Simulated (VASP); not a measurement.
A run of VASP 6.6.1:

File INCAR:

```
SYSTEM = BH2SF
PREC     = Accurate       ! precision mode
ENCUT    = 520            ! plane-wave cutoff, eV
EDIFF    = 1E-7           ! SCF threshold, eV
ISMEAR   = 0              ! smearing method
SIGMA    = 0.01           ! smearing width, eV
LREAL    = .False.        ! projectors in reciprocal space
LASPH    = .True.         ! aspherical terms in the spheres
NELM     = 60             ! most SCF steps
ALGO     = Normal         ! electronic algorithm
ISIF     = 2              ! what is computed and relaxed
LWAVE    = .False.        ! write WAVECAR
LCHARG   = .True.         ! write CHGCAR
GGA      = PE             ! functional
LELF     = .True.         ! ELF
```

Contents of KPOINTS:

```
regular mesh
0
Gamma
  1 1 1
  0 0 0
```

POSCAR

```
BH2SF
1.0
   12.0000000000      0.0000000000      0.0000000000
    0.0000000000     11.0000000000      0.0000000000
    0.0000000000      0.0000000000     12.0000000000
F B S H
1 1 1 2
Direct
    0.3993958300      0.4151090900      0.4152125000
    0.4582541700      0.4666363600      0.4954708300
    0.5736875000      0.5609727300      0.4560291700
    0.4333208300      0.4492000000      0.5904541700
    0.6027708300      0.5887090900      0.5609458300
```

Potentials or basis: VASP PAW PBE potentials, release 64 (F, B, S, H).

Run with:

```console
$ cat potpaw_PBE.64/F/POTCAR potpaw_PBE.64/B/POTCAR potpaw_PBE.64/S/POTCAR potpaw_PBE.64/H/POTCAR > POTCAR
$ mpirun -np 1 vasp_gam > vasp.out
```

Hardware: 1 thread of Intel(R) Xeon(R) Platinum 8488C (Sapphire Rapids), on a shared host.

Task: How long does it take, and how much memory?

Result: Run time: 100 s on 1 thread of Intel(R) Xeon(R) Platinum 8488C (Sapphire Rapids) (shared host), peak memory 1.1 GiB. Counts: scf iterations 26, k points 1.
